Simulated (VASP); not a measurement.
A cell of GdN (rock salt) near equilibrium:

```xyz
2
Lattice="0.0000 2.4823 2.4823 2.4823 0.0000 2.4823 2.4823 2.4823 0.0000" Properties=species:S:1:pos:R:3 pbc="T T T"
Gd     0.0000     0.0000     0.0000
N      2.4823     2.4823     2.4823
```

These are r2SCAN meta-GGA, VASP's PBE PAW potentials (set 64) (plane waves; VASP) values and carry that method's errors.

The 4f electrons are frozen in the core of the lanthanide potential, so 4f levels, which can set the real gap, and their magnetism are missing.

```csv
run,ΔE (meV/atom),σxx,σyy,σzz,"largest shear component, with its sign (GPa)",largest force (eV/Å),gap (eV)
as it is,0.0,0.04,0.04,0.04,0.00,0.000,0.32
after one change,0.9,-2.06,-2.06,-0.87,0.00,0.000,0.31
```
Stress is in GPa, positive when the cell is compressed; gaps are those on the k-mesh, and 0.00 means metallic.

### Question
What was changed between the two runs?
A) uniaxial strain of +2.0 % along z
B) biaxial strain of +0.5 % in the xy plane
C) shear strain γ_xy = +0.5 %
D) uniaxial strain of +0.5 % along x

### Answer
B, biaxial strain of +0.5 % in the xy plane

The compound is GdN in the rock salt structure.
